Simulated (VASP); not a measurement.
Level of theory: PW91 GGA, VASP's PBE PAW potentials (set 64) (plane waves; VASP 6.6.1).

VASP input:

INCAR:
```
# general
SYSTEM  = SnSe2
PREC    = Accurate
ENCUT   = 520
LREAL   = F   # projection in real space or not
LASPH   = T   # aspherical one-centre terms
ICHARG  = 11

# electronic loop
EDIFF   = 1E-7   # SCF stop (eV)
NELM    = 100   # most electronic steps
ALGO    = Normal
LMAXMIX = 4   # l cut-off of mixed one-centre charges

# smearing
ISMEAR  = 0   # Gaussian
SIGMA   = 0.05

# functional
GGA     = 91

# output
LWAVE   = F
LCHARG  = F
LORBIT  = 11   # lm-projected
```

**POSCAR**
```
SnSe2
1
    1.9405570675    -3.3611436593     0.0000000000
    1.9405570675     3.3611436593     0.0000000000
    0.0000000000     0.0000000000     6.7152774747
Sn Se
1 2
Direct
  1.0000000000   0.0000000000   1.0000000000
  0.3333330000   0.6666670000   0.2373451227
  0.6666670000   0.3333330000   0.7626548773
```

**KPOINTS**
```
k-points along high-symmetry lines
10
Line-mode
Reciprocal
  0.000000   0.000000   0.000000 ! GAMMA
  0.500000  -0.000000   0.000000 ! M

  0.500000  -0.000000   0.000000 ! M
  0.333333   0.333333   0.000000 ! K

  0.333333   0.333333   0.000000 ! K
  0.000000   0.000000   0.000000 ! GAMMA

  0.000000   0.000000   0.000000 ! GAMMA
  0.000000   0.000000   0.500000 ! A

  0.000000   0.000000   0.500000 ! A
  0.500000  -0.000000   0.500000 ! L

  0.500000  -0.000000   0.500000 ! L
  0.333333   0.333333   0.500000 ! H

  0.333333   0.333333   0.500000 ! H
  0.000000   0.000000   0.500000 ! A

  0.500000  -0.000000   0.500000 ! L
  0.500000  -0.000000   0.000000 ! M

  0.333333   0.333333   0.500000 ! H
  0.333333   0.333333   0.000000 ! K
```

POTCAR, in this order: Sn_d Se (PBE.64 set). Program: vasp_std. Read from the step before: CHGCAR.

Output

**OSZICAR**
```
       N       E                     dE             d eps       ncg     rms          rms(c)
DAV:   1     0.194732690399E+03    0.19473E+03   -0.12536E+04  3068   0.168E+03
DAV:   2     0.100761939913E+02   -0.18466E+03   -0.18144E+03  3360   0.375E+02
DAV:   3    -0.101799570847E+02   -0.20256E+02   -0.19655E+02  3887   0.119E+02
DAV:   4    -0.108676809109E+02   -0.68772E+00   -0.68625E+00  3664   0.224E+01
DAV:   5    -0.108846813618E+02   -0.17000E-01   -0.16993E-01  4615   0.370E+00
DAV:   6    -0.108849233523E+02   -0.24199E-03   -0.24198E-03  3885   0.344E-01
DAV:   7    -0.108849307203E+02   -0.73680E-05   -0.73680E-05  4740   0.584E-02
DAV:   8    -0.108849307848E+02   -0.64423E-07   -0.64439E-07  3885   0.555E-03
   1 F= -.10884931E+02 E0= -.10884931E+02  d E =-.281727E-17
```

### OUTCAR
```
 val. band max:        2.8031146911   @ k =   0.1667   0.0000   0.0000

 cond. band min:       3.4886918922   @ k =   0.5000   0.0000   0.3889



 k-point     1 :       0.0000    0.0000    0.0000
  band No.  band energies     occupation
      1     -18.3072      2.00000
      2     -18.3072      2.00000
      3     -18.2742      2.00000
      4     -18.2654      2.00000
      5     -18.2654      2.00000
      6     -10.5323      2.00000
      7      -9.1658      2.00000
      8      -2.9488      2.00000
      9       2.3267      2.00000
     10       2.3267      2.00000
     11       2.4596      2.00000
     12       2.6550      2.00000
     13       2.6550      2.00000
     14       3.7941      0.00000
     15       5.8713      0.00000
     16       7.3727      0.00000
     17       7.3728      0.00000

 k-point     2 :       0.0556    0.0000    0.0000
  band No.  band energies     occupation
      1     -18.3082      2.00000
      2     -18.3062      2.00000
      3     -18.2735      2.00000
      4     -18.2661      2.00000
      5     -18.2653      2.00000
      6     -10.5044      2.00000
      7      -9.1474      2.00000
      8      -2.9486      2.00000
      9       1.9415      2.00000
     10       2.1946      2.00000
     11       2.3930      2.00000
     12       2.5773      2.00000
     13       2.7193      2.00000
     14       4.0865      0.00000
     15       6.0793      0.00000
     16       7.2532      0.00000
     17       7.4365      0.00000

 k-point     3 :       0.1111    0.0000    0.0000
  band No.  band energies     occupation
      1     -18.3112      2.00000
      2     -18.3034      2.00000
      3     -18.2716      2.00000
      4     -18.2678      2.00000
      5     -18.2651      2.00000
      6     -10.4214      2.00000
      7      -9.0942      2.00000
      8      -2.9549      2.00000
      9       1.2609      2.00000
     10       1.9363      2.00000
     11       2.0224      2.00000
     12       2.5278      2.00000
...
```

The density is held fixed in this step, so its total energy and stress have no physical meaning. Without a dispersion term in the relaxation, distances and binding between the weakly bound layers, chains or molecules are unreliable, and so is what depends on them. Unless said otherwise, spin-orbit coupling is left out, though it shifts the bands of the heavy elements here.

The compound is SnSe2 in the 1T layered structure. It was relaxed first, which changed the volume by +13 %.
